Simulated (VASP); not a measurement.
# Tl3Ga3W: electron localisation function with LDA+U

Crystal: Tl3Ga3W.

```
Tl Ga W
1.0
     5.61419    0.00000    0.00000
     0.00000    5.61419    0.00000
     0.00000    0.00000    5.61419
Tl Ga W
3 3 1
Direct
  0.50000 0.00000 0.00000
  0.00000 0.50000 0.00000
  0.00000 0.00000 0.50000
  0.00000 0.50000 0.50000
  0.50000 0.00000 0.50000
  0.50000 0.50000 0.00000
  0.50000 0.50000 0.50000
```

The cell was built by a generator and needn't be a form met in nature.

```
Program                : VASP 6.6.1
Task                   : electron localisation function
Functional             : LDA
Potentials or basis    : VASP PAW LDA potentials, release 64 (Tl_d, Ga_d, W_sv)
Cutoff                 : 520 eV
k mesh                 : 5 × 5 × 5
Occupations            : methfessel-paxton, width 0.1 eV
Spin                   : no spin polarisation
Hubbard terms          : W d U = 3.5 eV
Further INCAR settings : ALGO = Normal; EDIFF = 1e-06
```

```
Pressure               : -4.8 GPa
Band gap on the k mesh : none (metal or under the smearing width)
```

Levels at points of the mesh, in eV from the Fermi level:
| k point | band 44 | band 45 | band 46 | band 47 | band 48 | band 49 |
| --- | --- | --- | --- | --- | --- | --- |
| (0.00, 0.00, 0.00) | -0.70 | -0.70 | -0.70 | -0.13 | -0.13 | -0.13 |

Eigenvalues of the final occupation matrices:
| site | spin | trace | eigenvalues |
| --- | --- | --- | --- |
| site 7 d | 1 | 1.59 | 0.30 0.30 0.30 0.34 0.34 |
| site 7 d | 2 | 1.59 | 0.30 0.30 0.30 0.34 0.34 |

It took 69 s on 1 thread of Intel(R) Xeon(R) 6975P-C (Granite Rapids) (shared host), peak memory 0.26 GiB.

Caveat: U without spin polarisation on a metal has little footing; the U is typed as a test and isn't derived for this compound. Spin-orbit coupling is left out, which matters for the levels of Tl, W.
